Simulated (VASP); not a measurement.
Given:

```
CELL_PARAMETERS angstrom
      0.00000     2.25541     2.25541
      2.25541     0.00000     2.25541
      2.25541     2.25541     0.00000
ATOMIC_POSITIONS crystal
  Hf 0.00000 0.00000 0.00000
  N  0.50000 0.50000 0.50000
```

Level of theory: revTPSS meta-GGA, VASP's PBE PAW potentials (set 64) (plane waves; VASP). Settings: 520 eV cut-off, 16×16×16 Γ-centred mesh, tetrahedra with Blöchl corrections, potentials Hf_pv N.

Unless said otherwise, spin-orbit coupling is left out, though it shifts the bands of the heavy elements here.

**Question.** Tabulate the total density of states (states/eV per cell) against energy (eV; zero at the valence-band maximum or, without a gap, the Fermi level).

**Answer.** 
(E (eV), DOS (states/eV)): (-9.89, 0.00); (-9.33, 0.00); (-8.77, 0.14); (-8.20, 0.40); (-7.64, 0.92); (-7.08, 0.97); (-6.51, 0.61); (-6.06, 1.69); (-5.50, 3.47); (-4.94, 1.40); (-4.38, 0.92); (-3.81, 0.27); (-3.25, 0.10); (-2.69, 0.13); (-2.12, 0.21); (-1.56, 0.30); (-1.00, 0.39); (-0.43, 0.52); (0.02, 0.61); (0.58, 0.68); (1.14, 0.71); (1.70, 0.73); (2.27, 0.84); (2.83, 1.18); (3.39, 1.73)
Within 2 eV below the Fermi level the largest weight inside VASP's projection spheres is Hf d, then N p.

The compound is HfN in the rock salt structure. It was relaxed first. The electron count is odd and the run is not spin-polarised, which forces a metal.
